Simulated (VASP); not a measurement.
All values below come from PBE GGA, VASP's PBE PAW potentials (set 64) (plane waves; VASP 6.6.1).

A VASP calculation is set up with these files.

POSCAR:
```
LaB6
1.0
  4.0221982366   0.0000000000   0.0000000000
  0.0000000000   4.0221982366   0.0000000000
  0.0000000000   0.0000000000   4.0221982366
La B
1 6
Cartesian
  0.0000000000   0.0000000000   0.0000000000
  3.2233418622   2.0110991183   2.0110991183
  2.0110991183   0.7988563744   2.0110991183
  2.0110991183   3.2233418622   2.0110991183
  0.7988563744   2.0110991183   2.0110991183
  2.0110991183   2.0110991183   3.2233418622
  2.0110991183   2.0110991183   0.7988563744
```

**INCAR**
```
# general
SYSTEM   =  LaB6
PREC     =  Accurate
ENCUT    =  620
LREAL    =  .FALSE.   # projection in real space or not
LASPH    =  .TRUE.

# electronic loop
EDIFF    =  1E-6   # SCF stop (eV)
NELM     =  100
ALGO     =  Normal   # blocked Davidson
LMAXMIX  =  6   # l cut-off of mixed one-centre charges

# smearing
ISMEAR   =  1   # Methfessel-Paxton
SIGMA    =  0.1   # width (eV)

# functional
GGA      =  PE   # PBE

# ions
IBRION   =  2   # conjugate gradients
NSW      =  40   # most ionic steps
ISIF     =  3
EDIFFG   =  -0.02
PSTRESS  =  300   # kbar

# output
LWAVE    =  .FALSE.
LCHARG   =  .FALSE.
```

File KPOINTS:
```
Automatic mesh
0
Gamma
8 8 8
0 0 0
```

POTCAR, in this order: La B (PBE.64 set). Program: vasp_std.

Task: What will the output report for the number of irreducible k-points (NKPTS), largest plane-wave count, number of space-group operations, FFT grid (NGX, NGY, NGZ)?

Result: 
The number of irreducible k-points (NKPTS) is 35 and the largest plane-wave count is 2301. The number of space-group operations comes out as 48. The FFT grid (NGX, NGY, NGZ) is 36 × 36 × 36.

The compound is LaB6 in the cab6 structure. This run relaxes it under an external pressure of 30 GPa. Symmetry was kept, so distortions that lower it aren't found. The electron count is odd and the run is not spin-polarised, which forces a metal.
